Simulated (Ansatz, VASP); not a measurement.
NaY in VASP and in Ansatz

```
CELL_PARAMETERS angstrom
4.01188 0.00000 0.00000
0.00000 4.01188 0.00000
0.00000 0.00000 4.01188
ATOMIC_POSITIONS crystal
Na 0.00000 0.00000 0.00000
Y 0.50000 0.50000 0.50000
```

The cell was built by a generator and needn't be a form met in nature.

Alike in both runs: task relaxation of cell and atoms; functional PBE; k mesh 5 × 5 × 5; occupations fermi-dirac, width 0.05 eV; no spin polarisation.

```csv
,VASP,Ansatz
version,VASP 6.6.1,Ansatz 0.2.0
potentials or method,"VASP PAW PBE potentials, release 64 (Na_pv, Y_sv)",Ansatz PAW
plane-wave cutoff (eV),600,420
valence electrons in the cell,18,20
```

```csv
,VASP,Ansatz,Ansatz less VASP
"gap on the k mesh at the Fermi level, each at its own relaxed structure (eV)",none,none,-
relaxed volume (Å³/atom),32.29,32.29,0.000
relaxed cell length with the largest relative difference (Å),4.012,4.012,0.0000
```

A gap of «none» marks a metal or a gap that the smearing closes. The two sets of potentials don't hold the same shells in valence.

Caveats: the relaxation stopped at its first step, so nothing moved (VASP); the plane-wave basis is chosen anew once the cell has moved, so the energies of steps on either side of that aren't comparable (Ansatz).
